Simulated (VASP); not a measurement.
Consider the following.

```
CELL_PARAMETERS angstrom
      0.00000     3.42846     3.42846
      3.42846     0.00000     3.42846
      3.42846     3.42846     0.00000
ATOMIC_POSITIONS crystal
  Rb 0.00000 0.00000 0.00000
  Br 0.50000 0.50000 0.50000
```

The numbers are results of optB86b-vdW, VASP's PBE PAW potentials (set 64) (plane waves; VASP), not measurements. Run with 520 eV cut-off, Gaussian smearing of 0.050 eV, potentials Rb_sv Br.

**Question.** Give the energies of bands 6 to 11 at the high-symmetry points, in eV from the valence-band maximum.

**Answer.** 
```json
[
 {"band": "6", "Γ": "0.00", "X": "-0.48", "U": "-0.50", "L": "-1.00", "W": "-0.50"},
 {"band": "7", "Γ": "0.00", "X": "-0.16", "U": "-0.42", "L": "-0.36", "W": "-0.36"},
 {"band": "8", "Γ": "0.00", "X": "-0.16", "U": "-0.27", "L": "-0.36", "W": "-0.36"},
 {"band": "9", "Γ": "4.26", "X": "5.52", "U": "6.26", "L": "6.71", "W": "7.00"},
 {"band": "10", "Γ": "7.21", "X": "7.06", "U": "8.06", "L": "7.64", "W": "7.00"},
 {"band": "11", "Γ": "7.21", "X": "9.12", "U": "8.08", "L": "9.44", "W": "8.22"}
]
```

The gap is direct, 4.26 eV, from the valence maximum at Γ to the conduction minimum at Γ.

Measured: gap 7.20 eV (computed value off by -2.94 eV), as given by Aguado et al., (1998), arXiv:cond-mat/9809176.

The compound is RbBr in the rock salt structure. It was relaxed first.
